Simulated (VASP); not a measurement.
Runs of VASP 6.6.1 on TiSi2. It takes space group Fddd (No. 70, orthorhombic). Conventional cell: a = 4.763 Å, b = 8.184 Å, c = 8.499 Å, α = 90.00°, β = 90.00°, γ = 90.00°. Around Ti (site symmetry 222) lie 10 Si at 2.54 to 2.75 Å. Around Si (site symmetry 2) lie 5 Si at 2.52 to 2.77 Å and 5 Ti at 2.54 to 2.75 Å. The cell is a database's computed one.

```csv
level,k mesh,cutoff (eV),smearing,gap on the mesh (eV),pressure (GPa),largest force (eV/Å)
PBEsol,10 × 10 × 10,900,gaussian 0.1 eV,none,0.0,-
PBEsol,10 × 10 × 10,520,gaussian 0.5 eV,none,(a),0.03
PBEsol,14 × 14 × 14,520,gaussian 0.1 eV,none,0.0,-
PBEsol,10 × 10 × 10,700,gaussian 0.1 eV,none,0.0,-
r2SCAN,10 × 10 × 10,520,gaussian 0.1 eV,none,2.0,0.07
```

Alike in all rows: task single point; potentials or basis VASP PAW PBE potentials, release 64 (Ti_sv, Si); no spin polarisation; cell as given.

Task: Fill in the values left out.

Result: (a) 0.2.

Caveats: the PAW data sets were made with another functional, which shifts forces and pressure a little.

A gap of «none» marks a metal or a gap under the smearing width.
